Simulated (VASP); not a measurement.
All values below come from G0W0 on PBE orbitals, VASP's PBE PAW potentials (set 64) (plane waves; VASP 6.6.1).

VASP input:

File POSCAR:
```
LiCl
1
    0.0000000000     2.5700000000     2.5700000000
    2.5700000000     0.0000000000     2.5700000000
    2.5700000000     2.5700000000     0.0000000000
Li Cl
1 1
Direct
  0.0000000000   0.0000000000   0.0000000000
  0.5000000000   0.5000000000   0.5000000000
```

**INCAR**
```
SYSTEM = LiCl
PREC = Normal
ENCUT = 500
ALGO = EVGW0
LREAL = .FALSE.
LASPH = .TRUE.
ISMEAR = 0
SIGMA = 0.01
GGA = PE
LWAVE = .FALSE.
LCHARG = .FALSE.
NELMGW = 1
NBANDS = 120
NOMEGA = 64
ENCUTGW = 180
NBANDSGW = 13
LSPECTRALGW = .TRUE.
```

### KPOINTS
```
Automatic mesh
0
Gamma
6 6 6
0 0 0
```

POTCAR, in this order: Li_sv_GW Cl_GW (PBE.64 set). Program: vasp_std. Read from the step before: WAVECAR, WAVEDER.

Output

### OUTCAR
```
 ion  position               nearest neighbor table
   1  0.000  0.000  0.000-
   2  0.500  0.500  0.500-
  LATTYP: Found a face centered cubic cell.
 ALAT       =     5.1400000000
 Subroutine PRICEL returns:
 Original cell was already a primitive cell.
 Subroutine GETGRP returns: Found 48 space group operations
The static configuration has the point symmetry O_h .
The dynamic configuration has the point symmetry O_h .
 Subroutine INISYM returns: Found 48 space group operations
 Subroutine IBZKPT returns following result:
 Found     16 irreducible k-points:

 Following reciprocal coordinates:
            Coordinates               Weight
  0.000000  0.000000  0.000000      1.000000
  0.166667  0.000000  0.000000      8.000000
  0.333333  0.000000  0.000000      8.000000
  0.500000  0.000000  0.000000      4.000000
  0.166667  0.166667  0.000000      6.000000
  0.333333  0.166667  0.000000     24.000000
  0.500000  0.166667  0.000000     24.000000
 -0.333333  0.166667  0.000000     24.000000
 -0.166667  0.166667  0.000000     12.000000
...
```

File OSZICAR:
```
energies w=
    0.000    0.000    1.097    0.000    2.191    0.000    3.281    0.000
    4.365    0.000    5.439    0.000    6.504    0.000    7.557    0.000
    8.597    0.000    9.624    0.000   10.638    0.000   11.638    0.000
   12.624    0.000   13.598    0.000   14.560    0.000   15.510    0.000
   16.450    0.000   17.381    0.000   18.305    0.000   19.222    0.000
   20.135    0.000   21.045    0.000   21.954    0.000   22.864    0.000
   23.777    0.000   24.695    0.000   25.620    0.000   26.555    0.000
   27.501    0.000   28.463    0.000   29.442    0.000   30.442    0.000
   31.466    0.000   32.518    0.000   33.602    0.000   34.723    0.000
   35.885    0.000   37.095    0.000   38.358    0.000   39.682    0.000
   41.075    0.000   42.547    0.000   44.108    0.000   45.772    0.000
   47.552    0.000   49.467    0.000   51.537    0.000   53.786    0.000
   56.245    0.000   58.949    0.000   61.943    0.000   65.283    0.000
   69.036    0.000   73.292    0.000   78.164    0.000   83.802    0.000
   90.407    0.000   98.254    0.000  107.732    0.000  119.407    0.000
  134.136    0.000  153.285    0.000  179.163    0.000  216.022    0.000
NQ=   1    0.0000    0.0000    0.0000,
 performed        298000 updates of chi_q(r,r)
NQ=   2    0.1667    0.0000    0.0000,
 performed        883000 updates of chi_q(r,r)
NQ=   3    0.3333    0.0000    0.0000,
 performed       1468000 updates of chi_q(r,r)
NQ=   4    0.5000    0.0000    0.0000,
 performed       1897000 updates of chi_q(r,r)
NQ=   5    0.1667    0.1667    0.0000,
 performed       2410000 updates of chi_q(r,r)
NQ=   6    0.3333    0.1667    0.0000,
 performed       3257000 updates of chi_q(r,r)
NQ=   7    0.5000    0.1667    0.0000,
 performed       4104000 updates of chi_q(r,r)
NQ=   8   -0.3333    0.1667    0.0000,
 performed       4951000 updates of chi_q(r,r)
NQ=   9   -0.1667    0.1667    0.0000,
 performed       5636000 updates of chi_q(r,r)
NQ=  10    0.3333    0.3333    0.0000,
 performed       6149000 updates of chi_q(r,r)
NQ=  11    0.5000    0.3333    0.0000,
 performed       6996000 updates of chi_q(r,r)
NQ=  12   -0.3333    0.3333    0.0000,
 performed       7681000 updates of chi_q(r,r)
NQ=  13    0.5000    0.5000    0.0000,
 performed       8072000 updates of chi_q(r,r)
NQ=  14    0.5000    0.3333    0.1667,
 performed       8925000 updates of chi_q(r,r)
NQ=  15   -0.3333    0.3333    0.1667,
 performed       9697000 updates of chi_q(r,r)
NQ=  16   -0.3333    0.5000    0.1667,
 performed      10382000 updates of chi_q(r,r)
 resolving degeneracies of screened two electron integrals
```

### OUTCAR
```


 k-point   1 :       0.0000    0.0000    0.0000
  band No.  KS-energies  QP-energies   sigma(KS)   V_xc(KS)     V^pw_x(r,r')   Z            occupation Imag(sigma)

      1     -43.4585     -52.2014     -38.5418     -27.5955     -43.3194       0.7987       2.0000       0.1797
      2     -13.3228     -14.8803     -16.8838     -14.8203     -24.2099       0.7548       2.0000       1.6792
      3       0.0550      -1.6873     -16.9404     -14.7460     -18.9203       0.7940       2.0000       0.1189
      4       0.0550      -1.6873     -16.9404     -14.7460     -18.9203       0.7940       2.0000       0.1189
      5       0.0550      -1.6873     -16.9404     -14.7460     -18.9203       0.7940       2.0000       0.1189
      6       6.3458       7.1280      -8.2664      -9.1994      -4.7959       0.8385       0.0000      -0.1078
      7      11.8442      13.0576      -8.0640      -9.5299      -4.2527       0.8277       0.0000      -0.1386
      8      11.8442      13.0576      -8.0640      -9.5299      -4.2527       0.8277       0.0000      -0.1386
      9      11.8442      13.0576      -8.0640      -9.5299      -4.2527       0.8277       0.0000      -0.1386
     10      14.3764      15.8957      -9.1763     -11.0643      -4.8826       0.8048       0.0000      -0.1971
     11      14.3764      15.8957      -9.1763     -11.0643      -4.8826       0.8048       0.0000      -0.1971
     12      14.5483      15.5868      -6.6660      -7.9674      -2.1546       0.7979       0.0000      -0.2462
     13      14.5483      15.5868      -6.6660      -7.9674      -2.1546       0.7979       0.0000      -0.2462

 k-point   2 :       0.1667    0.0000    0.0000
  band No.  KS-energies  QP-energies   sigma(KS)   V_xc(KS)     V^pw_x(r,r')   Z            occupation Imag(sigma)

      1     -43.4586     -52.1870     -38.5432     -27.5984     -43.3220       0.7975       2.0000       0.1797
      2     -13.1944     -14.7138     -16.9351     -14.9139     -24.2539       0.7518       2.0000       1.6510
      3      -0.7978      -2.6439     -16.2147     -13.8792     -18.3109       0.7905       2.0000       0.1313
      4      -0.0135      -1.7655     -16.9013     -14.6920     -18.8934       0.7930       2.0000       0.1198
      5      -0.0135      -1.7655     -16.9013     -14.6920     -18.8934       0.7930       2.0000       0.1198
      6       7.0355       7.8772      -8.3655      -9.3744      -4.8444       0.8342       0.0000      -0.1116
      7      10.8771      11.9611      -7.9996      -9.3108      -4.2134       0.8267       0.0000      -0.1389
      8      11.4470      12.6667      -7.7540      -9.2310      -3.8775       0.8258       0.0000      -0.1443
      9      11.4470      12.6667      -7.7540      -9.2310      -3.8775       0.8258       0.0000      -0.1443
     10      13.0690      14.3670      -8.1597      -9.7482      -4.0841       0.8171       0.0000      -0.1682
     11      13.0690      14.3670      -8.1597      -9.7482      -4.0841       0.8171       0.0000      -0.1682
     12      15.1811      16.1078      -6.8417      -8.0106      -2.2782       0.7928       0.0000      -0.2699
     13      17.7801      19.0301      -8.3713      -9.9630      -3.3899       0.7853       0.0000      -0.4225

 k-point   3 :       0.3333    0.0000    0.0000
  band No.  KS-energies  QP-energies   sigma(KS)   V_xc(KS)     V^pw_x(r,r')   Z            occupation Imag(sigma)

      1     -43.4553     -52.2284     -38.5417     -27.5983     -43.3218       0.8017       2.0000       0.1796
      2     -12.9153     -14.3557     -17.0725     -15.1388     -24.3700       0.7449       2.0000       1.5835
      3      -2.1476      -4.1743     -15.4436     -12.8583     -17.8323       0.7840       2.0000       0.1620
      4      -0.1397      -1.9133     -16.8433     -14.6058     -18.8600       0.7927       2.0000       0.1216
      5      -0.1397      -1.9133     -16.8433     -14.6058     -18.8600       0.7927       2.0000       0.1216
      6       7.0890       7.9466      -7.5058      -8.5266      -4.0690       0.8400       0.0000      -0.1072
      7      10.0174      11.2125      -7.4884      -8.9238      -3.7934       0.8326       0.0000      -0.1258
      8      10.0174      11.2125      -7.4884      -8.9238      -3.7934       0.8326       0.0000      -0.1258
      9      11.6923      12.8092      -9.2503     -10.6376      -5.1070       0.8051       0.0000      -0.1761
     10      14.8599      16.2589      -8.7785     -10.5236      -4.3913       0.8017       0.0000      -0.2114
     11      14.8599      16.2589      -8.7785     -10.5236      -4.3913       0.8017       0.0000      -0.2114
     12      15.9872      16.7756      -7.0658      -8.0677      -2.4161       0.7869       0.0000      -0.3206
     13      20.8867      22.2263      -8.9257     -10.5894      -3.5597       0.8052       0.0000      -0.6731

 k-point   4 :       0.5000    0.0000    0.0000
  band No.  KS-energies  QP-energies   sigma(KS)   V_xc(KS)     V^pw_x(r,r')   Z            occupation Imag(sigma)

      1     -43.4553     -52.2179     -38.5428     -27.6009     -43.3241       0.8008       2.0000       0.1796
      2     -12.7626     -14.1583     -17.1645     -15.2762     -24.4475       0.7392       2.0000       1.5446
      3      -2.7343      -4.8338     -15.1580     -12.4624     -17.6897       0.7788       2.0000       0.1788
      4      -0.1981      -1.9800     -16.8230     -14.5722     -18.8516       0.7917       2.0000       0.1224
      5      -0.1981      -1.9800     -16.8230     -14.5722     -18.8516       0.7917       2.0000       0.1224
      6       6.7900       7.6333      -7.2889      -8.2902      -3.9232       0.8422       0.0000      -0.1033
      7       9.4849      10.6646      -7.4166      -8.8295      -3.8008       0.8349       0.0000      -0.1191
      8       9.4849      10.6646      -7.4166      -8.8295      -3.8008       0.8349       0.0000      -0.1191
      9      12.9594      14.0974      -9.8196     -11.2667      -5.3244       0.7864       0.0000      -0.2225
     10      16.6975      18.3991      -9.8438     -11.9956      -5.0682       0.7908       0.0000      -0.2664
     11      16.6975      18.3991      -9.8438     -11.9956      -5.0682       0.7908       0.0000      -0.2664
     12      16.9432      17.4286      -6.7293      -7.3444      -2.0006       0.7892       0.0000      -0.4143
     13      18.3744      19.8656      -8.9046     -10.7833      -3.9147       0.7938       0.0000      -0.3998

 k-point   5 :       0.1667    0.1667    0.0000
  band No.  KS-energies  QP-energies   sigma(KS)   V_xc(KS)     V^pw_x(r,r')   Z            occupation Imag(sigma)

      1     -43.4582     -52.1990     -38.5432     -27.5986     -43.3221       0.7986       2.0000       0.1796
      2     -13.1490     -14.6582     -16.9561     -14.9490     -24.2717       0.7519       2.0000       1.6399
      3      -0.7264      -2.5543     -16.2545     -13.9429     -18.3214       0.7908       2.0000       0.1292
      4      -0.2471      -2.0299     -16.6780     -14.4259     -18.7064       0.7916       2.0000       0.1232
      5      -0.2471      -2.0299     -16.6780     -14.4259     -18.7064       0.7916       2.0000       0.1232
      6       7.5371       8.4183      -8.8069      -9.8692      -5.2257       0.8296       0.0000      -0.1167
      7      10.4271      11.4367      -7.4830      -8.6943      -3.8460       0.8335       0.0000      -0.1263
      8      10.6828      11.8869      -7.5470      -9.0003      -3.7146       0.8285       0.0000      -0.1391
      9      12.0631      13.2762      -8.0426      -9.5214      -4.0610       0.8204       0.0000      -0.1558
     10      12.0631      13.2762      -8.0426      -9.5214      -4.0610       0.8204       0.0000      -0.1558
     11      14.8010      16.3371      -9.3042     -11.2277      -4.9131       0.7986       0.0000      -0.2129
     12      16.0275      17.1495      -7.3072      -8.7259      -2.6678       0.7908       0.0000      -0.2884
     13      16.0275      17.1495      -7.3072      -8.7259      -2.6678       0.7908       0.0000      -0.2884

 k-point   6 :       0.3333    0.1667    0.0000
  band No.  KS-energies  QP-energies   sigma(KS)   V_xc(KS)     V^pw_x(r,r')   Z            occupation Imag(sigma)

      1     -43.4561     -52.2052     -38.5426     -27.5995     -43.3225       0.7995       2.0000       0.1794
      2     -12.9124     -14.3551     -17.0781     -15.1430     -24.3744       0.7456       2.0000       1.5804
      3      -1.7849      -3.7563     -15.6048     -13.0965     -17.8997       0.7859       2.0000       0.1523
      4      -0.4779      -2.2869     -16.4525     -14.1665     -18.5036       0.7913       2.0000       0.1261
      5      -0.4498      -2.2623     -16.5388     -14.2475     -18.6032       0.7911       2.0000       0.1263
      6       8.1935       9.1285      -8.2931      -9.4194      -4.7019       0.8301       0.0000      -0.1189
      7       9.5968      10.7538      -7.5919      -8.9825      -3.9228       0.8320       0.0000      -0.1243
      8      10.1664      11.1858      -8.1661      -9.3992      -4.4511       0.8267       0.0000      -0.1334
      9      11.3932      12.6286      -7.8914      -9.3917      -3.9648       0.8234       0.0000      -0.1488
     10      13.3280      14.5476      -8.2849      -9.7976      -4.0120       0.8062       0.0000      -0.1934
     11      15.6965      17.2101      -9.3222     -11.2268      -4.7441       0.7947       0.0000      -0.2460
     12      17.0795      18.2097      -7.8301      -9.2608      -3.0503       0.7899       0.0000      -0.3507
     13      18.8544      20.2180      -8.6356     -10.3586      -3.5063       0.7915       0.0000      -0.4963

 k-point   7 :       0.5000    0.1667    0.0000
  band No.  KS-energies  QP-energies   sigma(KS)   V_xc(KS)     V^pw_x(r,r')   Z            occupation Imag(sigma)

      1     -43.4553     -52.2344     -38.5433     -27.6018     -43.3244       0.8024       2.0000       0.1793
      2     -12.7059     -14.0955     -17.2070     -15.3314     -24.4823       0.7409       2.0000       1.5265
      3      -2.5282      -4.5988     -15.2092     -12.5566     -17.6841       0.7806       2.0000       0.1723
...
```
(Selected blocks of OUTCAR.)

The mesh is coarse and the basis finite, so the quasiparticle values are not converged.

The compound is LiCl in the rock salt structure. The cell was not relaxed at this level.
